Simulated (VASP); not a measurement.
A convergence study with VASP on NaCl (rock salt): one setting is varied, all else stays as given below, so the limit is that of these other settings.

```
NaCl
1.0
    0.00000     2.82000     2.82000
    2.82000     0.00000     2.82000
    2.82000     2.82000     0.00000
Na Cl
1 1
Direct
  0.00000   0.00000   0.00000
  0.50000   0.50000   0.50000
```

These are PBE GGA, VASP's PBE PAW potentials (set 64) (plane waves; VASP 6.6.1) values and carry that method's errors. The tightest run used: 550 eV cut-off, 17×17×17 Γ-centred mesh, Gaussian smearing of 0.050 eV, potentials Na_pv Cl.

Q: The settings run are 1×1×1 mesh; 2×2×2 mesh; 3×3×3 mesh; 4×4×4 mesh; 5×5×5 mesh; 6×6×6 mesh; 7×7×7 mesh; 8×8×8 mesh; 9×9×9 mesh; 10×10×10 mesh; 11×11×11 mesh; 12×12×12 mesh; 13×13×13 mesh; 14×14×14 mesh; 15×15×15 mesh; 16×16×16 mesh; 17×17×17 mesh. From which on does the energy per atom stay within 0.002 eV/atom of the tightest run?

A: From 4×4×4 mesh on: it is off by 0.0009 there and by no more than 0.002 in any finer run, while 3×3×3 mesh is off by 0.0091.
```csv
setting,E (eV/atom),pressure (GPa),irreducible k-points,difference judged (eV/atom)
1×1×1 mesh,-1.0744,25.02,1,2.3130
2×2×2 mesh,-3.2590,2.72,3,0.1284
3×3×3 mesh,-3.3783,0.93,4,0.0091
4×4×4 mesh,-3.3866,0.76,8,0.0009
5×5×5 mesh,-3.3873,0.75,10,0.0001
6×6×6 mesh,-3.3874,0.74,16,0.0000
7×7×7 mesh,-3.3874,0.74,20,0.0000
8×8×8 mesh,-3.3874,0.74,29,0.0000
9×9×9 mesh,-3.3874,0.74,35,0.0000
10×10×10 mesh,-3.3874,0.74,47,0.0000
11×11×11 mesh,-3.3874,0.74,56,0.0000
12×12×12 mesh,-3.3874,0.74,72,0.0000
13×13×13 mesh,-3.3874,0.74,84,0.0000
14×14×14 mesh,-3.3874,0.74,104,0.0000
15×15×15 mesh,-3.3874,0.74,120,0.0000
16×16×16 mesh,-3.3874,0.74,145,0.0000
17×17×17 mesh,-3.3874,0.74,165,0.0000
```

Left out are rungs that failed or repeat a setting and relaxations that didn't move; long series are thinned to 24 rows.

The compound is NaCl in the rock salt structure. The cell was not relaxed at this level.
